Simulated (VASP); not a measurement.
Consider the following.

```xyz
3
Lattice="-1.6437 1.6437 4.0231 1.6437 -1.6437 4.0231 1.6437 1.6437 -4.0231" Properties=species:S:1:pos:R:3 pbc="T T T"
Pt     0.0000     0.0000     0.0000
Ir     0.0000     0.0000     2.6979
Ir     0.0000     0.0000     5.3483
```

Calculation: PBE GGA, VASP's PBE PAW potentials (set 64) (plane waves; VASP 6.6.1). Numerical set-up: 300 eV cut-off, 9×9×9 Γ-centred mesh, Gaussian smearing of 0.10 eV, potentials Pt Ir.

**Question.** Give the energies of bands 4 to 17 at the high-symmetry points, in eV from the Fermi level.

**Answer.** 
```csv
band,Γ,X,P,N,M,S,R
4,-5.17,-4.96,-5.33,-6.17,-7.07,-5.82,-5.16
5,-5.03,-4.88,-4.26,-5.13,-4.17,-5.72,-4.96
6,-4.85,-4.68,-4.26,-4.74,-4.17,-5.42,-4.86
7,-3.39,-4.38,-4.16,-4.69,-4.00,-2.61,-4.77
8,-3.39,-3.64,-2.78,-4.06,-3.74,-2.41,-3.45
9,-2.94,-3.12,-2.65,-2.04,-3.74,-2.21,-3.20
10,-2.70,-1.69,-2.65,-1.26,-3.14,-1.43,-2.74
11,-2.70,-1.46,-2.41,-1.19,-2.01,-1.22,-1.33
12,-2.43,-0.94,-1.69,-0.43,-1.51,-0.64,-1.12
13,-2.43,-0.64,-0.56,-0.08,-0.34,-0.60,-0.53
14,-0.52,-0.55,-0.35,0.28,0.55,-0.20,-0.34
15,0.07,-0.36,0.00,0.34,1.05,0.05,0.82
16,0.29,1.52,3.77,0.64,1.05,0.36,1.49
17,5.10,5.22,3.77,1.14,1.73,0.43,4.75
```

It has no gap at this level: it comes out as a metal or semimetal.

The structure was generated: Ir2Pt was put into an ordered model structure, which need not be its known phase. The cell was not relaxed at this level. The k-mesh is coarse (spacing up to 0.30 per Å, 2π included), so the numbers may not be converged in it.
